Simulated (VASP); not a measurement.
Given:

```yaml
crystal:
  lattice:
    - [3.04497, 0.00000, 0.00000]
    - [-1.52248, 2.63702, 0.00000]
    - [0.00000, 0.00000, 5.36227]
  atoms:
    - { symbol: Ti, position: [0.00000, 0.00000, 0.00000] }
    - { symbol: Ti, position: [0.00000, 0.00000, 0.50000] }
    - { symbol: C, position: [0.33333, 0.66667, 0.25000] }
    - { symbol: C, position: [0.66667, 0.33333, 0.75000] }
```

Level of theory: r2SCAN meta-GGA, VASP's PBE PAW potentials (set 64) (plane waves; VASP). Settings: 520 eV cut-off, 13×13×7 Γ-centred mesh, tetrahedra with Blöchl corrections, potentials Ti_sv C.

Task: Give the energies of bands 11 to 19 at the high-symmetry points, in eV from the Fermi level.

Result: 
| band | Γ | M | K | A | L | H |
|---|---|---|---|---|---|---|
| 11 | -5.60 | -5.54 | -4.19 | -3.02 | -4.66 | -4.15 |
| 12 | -2.42 | -3.66 | -4.19 | -3.02 | -4.66 | -4.15 |
| 13 | -2.42 | -2.67 | -3.94 | -1.30 | -2.21 | -2.71 |
| 14 | -1.09 | -2.54 | -2.68 | -1.30 | -2.21 | -2.71 |
| 15 | 1.22 | -1.56 | -2.68 | -1.30 | -1.57 | -2.42 |
| 16 | 1.22 | -0.93 | -0.70 | -1.30 | -1.57 | -2.42 |
| 17 | 1.22 | 0.36 | 2.19 | 2.04 | 0.78 | 1.60 |
| 18 | 1.30 | 1.58 | 2.43 | 2.04 | 0.78 | 1.60 |
| 19 | 1.30 | 2.92 | 2.43 | 2.04 | 3.38 | 3.03 |

It has no gap at this level: it comes out as a metal or semimetal.

The structure was generated: TiC was put into the NiAs type type (P6_3/mmc), which need not be its known phase. It was relaxed first, which changed the volume by -33 %.
